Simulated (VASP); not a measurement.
An input for Ansatz (written as the equivalent of a VASP run, and not itself run):

Ansatz 0.2 input:
```yaml
crystal:
  lattice:
    - [3.8088289, 0.0000000, 0.0000000]
    - [-1.9044145, 3.2985424, 0.0000000]
    - [0.0000000, 0.0000000, 5.9737461]
  atoms:
    - { symbol: Be, position: [0.0000000, 0.0000000, 0.0000000] }
    - { symbol: Be, position: [0.0000000, 0.0000000, 0.5000000] }
    - { symbol: Te, position: [0.3333330, 0.6666670, 0.2500000] }
    - { symbol: Te, position: [0.6666670, 0.3333330, 0.7500000] }
kpoints:
  mp_grid: { grid: [9, 9, 5] }
hamiltonian:
  xc: pbesol
  pseudopotentials: { kind: paw }
scf:
  occupations: { method: methfessel_paxton, width: 0.1 }
  max_iter: 100
relax:
  max_steps: 40
  f_tol: 0.02
  cell: {}
output: { forces: true, stress: true, eigenvalues: true }
```

**Question.** Translate this input to VASP (INCAR, KPOINTS, POSCAR, choice of POTCAR).

**Answer.** Several could match; the one computed here: 
File KPOINTS:
```
Automatic
0
Gamma
9 9 5
0 0 0
```

File POSCAR:
```
BeTe
1
    3.8088289392     0.0000000000     0.0000000000
   -1.9044144697     3.2985424091     0.0000000000
    0.0000000000     0.0000000000     5.9737460615
Be Te
2 2
Direct
  0.0000000000   0.0000000000   0.0000000000
  0.0000000000   0.0000000000   0.5000000000
  0.3333330000   0.6666670000   0.2500000000
  0.6666670000   0.3333330000   0.7500000000
```

### INCAR
```
SYSTEM = BeTe
PREC = Accurate
ENCUT = 500
EDIFF = 1E-6
NELM = 100
ALGO = Normal
LREAL = .FALSE.
LASPH = .TRUE.
ISMEAR = 1
SIGMA = 0.1
GGA = PS
LMAXMIX = 4
LWAVE = .FALSE.
LCHARG = .FALSE.
IBRION = 2
ISIF = 3
NSW = 40
EDIFFG = -0.02
```

POTCAR, in this order: Be Te (PBE.64 set). Program: vasp_std.

The two are equivalent in intent, not identical: each code has its own PAW files, so the cut-off isn't converted (ENCUT is set for VASP's; basis.ecutwfc is left out, and Ansatz then takes the one that its files recommend); Ansatz stops its SCF on the density residual and VASP on the energy change (EDIFF).

The structure was generated: BeTe was put into the NiAs type type (P6_3/mmc), which need not be its known phase. It was relaxed first, which changed the volume by +20 %.
